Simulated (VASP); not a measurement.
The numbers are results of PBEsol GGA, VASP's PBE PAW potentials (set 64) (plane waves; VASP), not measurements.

Input for VASP

POSCAR:
```
Ru
1.0
  1.3448589439  -2.3293641721   0.0000000000
  1.3448589439   2.3293641721   0.0000000000
  0.0000000000   0.0000000000   4.2421322823
Ru
2
Cartesian
  1.3448589439   0.7764562769   1.0605330706
  1.3448589439  -0.7764562769   3.1815992117
```

KPOINTS:
```
Automatic mesh
0
Gamma
14 14 8
0 0 0
```

**INCAR**
```
SYSTEM = Ru
PREC = Accurate; ENCUT = 480; LREAL = .FALSE.
LASPH = .TRUE.
EDIFF = 1E-7; NELM = 100; ALGO = Normal
LMAXMIX = 4
ISMEAR = 1; SIGMA = 0.1
GGA = PS
IBRION = 2; NSW = 40; ISIF = 3
EDIFFG = -0.01; PSTRESS = 100
LWAVE = .FALSE.; LCHARG = .FALSE.
```

POTCAR, in this order: Ru_pv (PBE.64 set). Program: vasp_std.

What will the output report for the number of irreducible k-points (NKPTS), number of bands (NBANDS), largest plane-wave count, number of space-group operations, FFT grid (NGX, NGY, NGZ)?

The number of irreducible k-points (NKPTS) is 120. The number of bands (NBANDS) comes out as 18 and the largest plane-wave count is 656. The number of space-group operations comes out as 24. The FFT grid (NGX, NGY, NGZ) is 20 × 20 × 30.

The compound is Ru in the hcp structure. This run relaxes it under an external pressure of 10 GPa. Symmetry was kept, so distortions that lower it aren't found.
